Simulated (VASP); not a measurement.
HgTe (Coloradoite):

```
Hg Te
1.0
     0.00000    3.21450    3.21450
     3.21450    0.00000    3.21450
     3.21450    3.21450    0.00000
Hg Te
1 1
Direct
  0.00000 0.00000 0.00000
  0.25000 0.25000 0.25000
```

| Property | Result |
| --- | --- |
| Program | VASP 6.6.1 |
| Task | relaxation of cell and atoms |
| Functional | PBEsol |
| Potentials or basis | VASP PAW PBE potentials, release 64 (Hg, Te) |
| Cutoff | 600 eV |
| k mesh | 10 × 10 × 10 |
| Occupations | gaussian, width 0.03 eV |
| Spin | no spin polarisation |

At the start: pressure 1.9 GPa; volume 33.22 Å³/atom.

Q: Where does the relaxation end?

A: Over 3 steps the energy falls by 7.7 meV/atom and the volume is 34.58 Å³/atom (+4.1 %); space group F-43m (No. 216, to 0.05 Å).

The path:
```csv
step,energy change (eV),largest force (eV/Å),pressure (GPa),volume (Å³)
1,0.0000,0.0000,1.88,66.43
2,-0.0133,0.0000,-0.63,70.26
3,-0.0155,0.0000,0.00,69.17
```

Final structure:
```yaml
crystal:
  lattice:
    - [0.00000, 3.25801, 3.25801]
    - [3.25801, 0.00000, 3.25801]
    - [3.25801, 3.25801, 0.00000]
  atoms:
    - { symbol: Hg, position: [0.00000, 0.00000, 0.00000] }
    - { symbol: Te, position: [0.25000, 0.25000, 0.25000] }
```

Caveat: the PAW data sets were made with another functional, which shifts forces and pressure a little.
